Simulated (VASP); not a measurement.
Input:

```
Rh
1.0
    0.00000     1.91154     1.91154
    1.91154     0.00000     1.91154
    1.91154     1.91154     0.00000
Rh
1
Direct
  0.00000   0.00000   0.00000
```

All values below come from PBE GGA, VASP's PBE PAW potentials (set 64) (plane waves; VASP). Run with 480 eV cut-off, 16×16×16 Γ-centred mesh, first-order Methfessel-Paxton smearing of 0.10 eV, potentials Rh_pv.

Task: The ions, cell shape and volume at an external pressure of 5.0 GPa are relaxed. What does this cell relax into?

Result: 
```
Rh
1.0
    0.00000     1.90351     1.90351
    1.90351     0.00000     1.90351
    1.90351     1.90351     0.00000
Rh
1
Direct
  0.00000   0.00000   0.00000
```
Space group Fm-3m (225), at a tolerance of 0.03 Å.

Task: How do energy and volume change from the first to the last step?

Result: The energy (σ→0) changes by +3.5 meV/atom and the volume by -1.3 %, in 3 ionic steps.

```csv
step,E(σ→0) (eV),max force (eV/Å),pressure (GPa),volume (Å³)
1,-7.2571,0.000,1.49,13.97
2,-7.2272,0.000,14.79,13.36
3,-7.2536,0.000,4.97,13.79
```

The compound is Rh in the fcc structure. This run relaxes it under an external pressure of 5 GPa. Symmetry was kept, so distortions that lower it aren't found.
